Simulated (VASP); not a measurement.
An input for Ansatz (written as the equivalent of a VASP run, and not itself run):

Ansatz 0.2 input:
```yaml
crystal:
  lattice:
    - [3.5643181, 0.0000000, 0.0000000]
    - [0.0000000, 3.5643181, 0.0000000]
    - [0.0000000, 0.0000000, 5.1189653]
  atoms:
    - { symbol: Zr, position: [1.0000000, 0.0000000, 0.0000000] }
    - { symbol: Zr, position: [0.5000000, 0.5000000, 0.5000000] }
    - { symbol: O, position: [0.0000000, 0.5000000, 0.2940280] }
    - { symbol: O, position: [0.0000000, 0.5000000, 0.7940280] }
    - { symbol: O, position: [0.5000000, 0.0000000, 0.2059720] }
    - { symbol: O, position: [0.5000000, 0.0000000, 0.7059720] }
kpoints:
  mp_grid: { grid: [6, 6, 4] }
hamiltonian:
  xc: lda
  pseudopotentials: { kind: paw }
scf:
  occupations: { method: gaussian, width: 0.05 }
  max_iter: 100
relax:
  max_steps: 60
  f_tol: 0.02
  cell: {}
output: { forces: true, stress: true, eigenvalues: true }
```

Write the VASP files for the same calculation (LDA).

This is not unique; one that fits is 
### INCAR
```
SYSTEM = ZrO2
PREC = Accurate; ENCUT = 520; LREAL = .False.
LASPH = .True.
EDIFF = 1E-6; NELM = 100; ALGO = Normal
LMAXMIX = 4
ISMEAR = 0; SIGMA = 0.05
IBRION = 2; NSW = 60; ISIF = 3
EDIFFG = -0.02
LWAVE = .False.; LCHARG = .False.
```

### POSCAR
```
ZrO2
1
    3.5643180523     0.0000000000    -0.0000000000
    0.0000000000     3.5643180523     0.0000000000
    0.0000000000     0.0000000000     5.1189653481
Zr O
2 4
Direct
  1.0000000000   0.0000000000   0.0000000000
  0.5000000000   0.5000000000   0.5000000000
  0.0000000000   0.5000000000   0.2940279832
  0.0000000000   0.5000000000   0.7940279832
  0.5000000000   0.0000000000   0.2059720168
  0.5000000000   0.0000000000   0.7059720168
```

**KPOINTS**
```
K-points
0
G
6 6 4
0 0 0
```

POTCAR, in this order: Zr_sv O (LDA.64 set). Program: vasp_std.

The two are equivalent in intent, not identical: each code has its own PAW files, so the cut-off isn't converted (ENCUT is set for VASP's; basis.ecutwfc is left out, and Ansatz then takes the one that its files recommend); Ansatz stops its SCF on the density residual and VASP on the energy change (EDIFF); Ansatz's lda is the Perdew-Wang form, while the LDA potentials of VASP carry Perdew-Zunger's.

The structure comes from a computed database's ZrO2 entry (P4_2/nmc); how it stands against other phases isn't given here. This run relaxes it. Symmetry was kept, so distortions that lower it aren't found. The start is the result of an earlier pass.
